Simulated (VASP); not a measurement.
Method: PBE GGA, VASP's PBE PAW potentials (set 64) (plane waves; VASP).

VASP ran on this input.

POSCAR:
```
WSi2
1
   -1.6144742416     1.6144742416     3.9365709458
    1.6144742416    -1.6144742416     3.9365709458
    1.6144742416     1.6144742416    -3.9365709458
Si W
2 1
Direct
  0.6652412444   0.6652412444   0.0000000000
  0.3347587556   0.3347587556   0.0000000000
  0.0000000000   0.0000000000   0.0000000000
```

**KPOINTS**
```
Automatic mesh
0
Gamma
12 12 12
0 0 0
```

INCAR:
```
# general
SYSTEM =WSi2
PREC   =Accurate
ENCUT  =400
LREAL  =F
LASPH  =T

# electronic loop
EDIFF  =1E-6
NELM   =100
ALGO   =Normal
LMAXMIX=6

# smearing
ISMEAR =1
SIGMA  =0.1

# functional
GGA    =PE

# ions
IBRION =2
NSW    =60
ISIF   =3
EDIFFG =-0.02

# output
LWAVE  =F
LCHARG =F
```

POTCAR, in this order: Si W_sv (PBE.64 set). Program: vasp_std.

**Question.** What will the output report for the number of irreducible k-points (NKPTS), number of bands (NBANDS), largest plane-wave count, number of space-group operations, FFT grid (NGX, NGY, NGZ)?

**Answer.** 
The number of irreducible k-points (NKPTS) comes out as 163. The number of bands (NBANDS) comes out as 15 and the largest plane-wave count comes out as 765. The number of space-group operations is 16 and the FFT grid (NGX, NGY, NGZ) is 30 × 30 × 30.

The compound is WSi2 in the MoSi2 type structure. This run relaxes it. Symmetry was kept, so distortions that lower it aren't found. The start is the result of an earlier pass.
